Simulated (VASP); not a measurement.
Method: PBE GGA with D3 dispersion (Becke-Johnson damping), VASP's PBE PAW potentials (set 64) (plane waves; VASP 6.6.1).

A VASP calculation is set up with these files.

**POSCAR**
```
NiO
1
    4.1672717675     2.0821299218     2.0821299218
    2.0821299218     4.1672717675     2.0821299218
    2.0821299218     2.0821299218     4.1672717675
Ni O
2 2
Direct
  0.0000000000   0.0000000000   0.0000000000
  0.5000000000   0.5000000000   0.5000000000
  0.2500000000   0.2500000000   0.2500000000
  0.7500000000   0.7500000000   0.7500000000
```

**KPOINTS**
```
kpoints
0
G
10 10 10
```

INCAR:
```
! general
SYSTEM  = NiO
PREC    = Accurate
ENCUT   = 520
LREAL   = F
LASPH   = T

! electronic loop
EDIFF   = 1E-7
NELM    = 100
ALGO    = Normal
LMAXMIX = 4

! smearing
ISMEAR  = -5

! functional
GGA     = PE
IVDW    = 12

! spin
ISPIN   = 2
MAGMOM  = 1.3 -1.3 0.0 0.0

! ions
ISIF    = 2

! output
LWAVE   = F
LCHARG  = T
LORBIT  = 11
NEDOS   = 601

! other
LEFG    = T
```

POTCAR, in this order: Ni O (PBE.64 set). Program: vasp_std.

The resulting files:

**OSZICAR**
```
       N       E                     dE             d eps       ncg     rms          rms(c)
DAV:   1     0.257980507277E+03    0.25798E+03   -0.15865E+04  9432   0.211E+03
DAV:   2     0.281981996484E+01   -0.25516E+03   -0.23835E+03  9616   0.409E+02
DAV:   3    -0.266242221984E+02   -0.29444E+02   -0.27979E+02 10648   0.157E+02
DAV:   4    -0.275593564406E+02   -0.93513E+00   -0.92917E+00 10316   0.301E+01
DAV:   5    -0.275861103012E+02   -0.26754E-01   -0.26759E-01 11156   0.474E+00    0.206E+01
DAV:   6    -0.247922534581E+02    0.27939E+01   -0.43889E+01 13956   0.110E+02    0.215E+01
DAV:   7    -0.233459391175E+02    0.14463E+01   -0.71642E+00 11920   0.812E+01    0.951E+00
DAV:   8    -0.235444032617E+02   -0.19846E+00   -0.21052E+00 10524   0.128E+01    0.621E+00
DAV:   9    -0.234605856080E+02    0.83818E-01   -0.19989E-01 15016   0.125E+01    0.176E+00
DAV:  10    -0.234799780077E+02   -0.19392E-01   -0.77314E-02 13196   0.429E+00    0.878E-01
DAV:  11    -0.234800316558E+02   -0.53648E-04   -0.17450E-02 14736   0.375E+00    0.155E-01
DAV:  12    -0.234804375851E+02   -0.40593E-03   -0.40117E-03  9660   0.559E-01    0.118E-01
DAV:  13    -0.234803583194E+02    0.79266E-04   -0.39312E-04 13500   0.207E-01    0.527E-02
DAV:  14    -0.234803714919E+02   -0.13173E-04   -0.12130E-04 11600   0.227E-01    0.350E-02
DAV:  15    -0.234803702654E+02    0.12265E-05   -0.22614E-05 12512   0.859E-02    0.954E-03
DAV:  16    -0.234803701031E+02    0.16226E-06   -0.34092E-06 13544   0.248E-02    0.266E-03
DAV:  17    -0.234803700097E+02    0.93365E-07   -0.17443E-07  6808   0.641E-03
   1 F= -.24547238E+02 E0= -.24547238E+02  d E =0.000000E+00  mag=    -0.0000
```

File OUTCAR:
```
------------------------ aborting loop because EDIFF is reached ----------------------------------------
 Edisp (eV)   -1.06687
  FORCE on cell =-STRESS in cart. coord.  units (eV):
  Direction    XX          YY          ZZ          XY          YZ          ZX
  --------------------------------------------------------------------------------------
  Total       0.01553     0.01553     0.01553    -0.04988    -0.04988    -0.04988
  in kB       0.68668     0.68668     0.68668    -2.20617    -2.20617    -2.20617
  external pressure =        0.69 kB  Pullay stress =        0.00 kB
  volume of cell :       36.22
      direct lattice vectors                 reciprocal lattice vectors
     4.167271767  2.082129922  2.082129922     0.359731104 -0.119852577 -0.119852577
     2.082129922  4.167271767  2.082129922    -0.119852577  0.359731104 -0.119852577
     2.082129922  2.082129922  4.167271767    -0.119852577 -0.119852577  0.359731104
 POSITION                                       TOTAL-FORCE (eV/Angst)
 -----------------------------------------------------------------------------------
      0.00000      0.00000      0.00000         0.000000     -0.000000     -0.000000
      4.16577      4.16577      4.16577         0.000000     -0.000000     -0.000000
      2.08288      2.08288      2.08288         0.000000      0.000000      0.000000
      6.24865      6.24865      6.24865        -0.000000      0.000000     -0.000000
 -----------------------------------------------------------------------------------
    total drift:                                0.000000     -0.000000     -0.000000
  FREE ENERGIE OF THE ION-ELECTRON SYSTEM (eV)
  ---------------------------------------------------
  free  energy   TOTEN  =       -24.5472381634 eV

  energy  without entropy=      -24.5472381634  energy(sigma->0) =      -24.54723816

 total charge

# of ion       s       p       d       tot
------------------------------------------
    1        0.331   0.406   8.269   9.007
    2        0.331   0.406   8.269   9.007
    3        1.562   3.413   0.000   4.975
    4        1.562   3.413   0.000   4.975
--------------------------------------------------
tot          3.787   7.639  16.538  27.964

 magnetization (x)

# of ion       s       p       d       tot
------------------------------------------
    1       -0.010  -0.014   1.363   1.340
    2        0.010   0.014  -1.363  -1.340
    3        0.000   0.000   0.000   0.000
    4        0.000   0.000   0.000   0.000
--------------------------------------------------
tot          0.000   0.000   0.000   0.000

 Electric field gradients after diagonalization (V/A^2)
 (convention: |V_zz| > |V_xx| > |V_yy|)
----------------------------------------------------------------------
 ion       V_xx      V_yy      V_zz     asymmetry (V_yy - V_xx)/ V_zz
----------------------------------------------------------------------
   1      -0.844    -0.844     1.687       0.000
   2      -0.844    -0.844     1.687       0.000
   3       1.570     1.570    -3.141       0.000
   4       1.570     1.570    -3.141       0.000
```
(Selected blocks of OUTCAR.)

The compound is NiO in the rock salt, AFM-II order structure. It was relaxed first.
